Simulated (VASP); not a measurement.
Ba (relaxed from the fcc structure, space group Fm-3m): computed properties

Level of theory: r2SCAN meta-GGA, VASP's PBE PAW potentials (set 64) (plane waves; VASP).

- space group = Fm-3m (225)
- cell = a = b = c = 6.4446 Å, α = β = γ = 90.00°
- volume per atom = 66.92 Å³/atom
- band gap (over mesh and band path) = none (metal, semimetal or under 0.01 eV)
- density = 3.41 g/cm³

```cif
data_Ba4
_chemical_formula_sum 'Ba4'
_space_group_name_H-M_alt 'Fm-3m'
_space_group_IT_number 225
_space_group_name_Hall '-F 4 2 3'
_cell_length_a 6.44458
_cell_length_b 6.44458
_cell_length_c 6.44458
_cell_angle_alpha 90.000
_cell_angle_beta 90.000
_cell_angle_gamma 90.000
loop_
_atom_site_label
_atom_site_type_symbol
_atom_site_symmetry_multiplicity
_atom_site_Wyckoff_symbol
_atom_site_fract_x
_atom_site_fract_y
_atom_site_fract_z
_atom_site_occupancy
Ba1 Ba 4 a 0.00000 0.00000 0.00000 1
```
(The calculation used a cell of 1 atom; values per cell refer to that cell.)

Unless said otherwise, spin-orbit coupling is left out, though it shifts the bands of the heavy elements here.

The structure was generated: Ba was put into the fcc type (Fm-3m), which need not be its known phase. It was relaxed first, which changed the volume by +6 %. Symmetry was kept, so distortions that lower it aren't found.
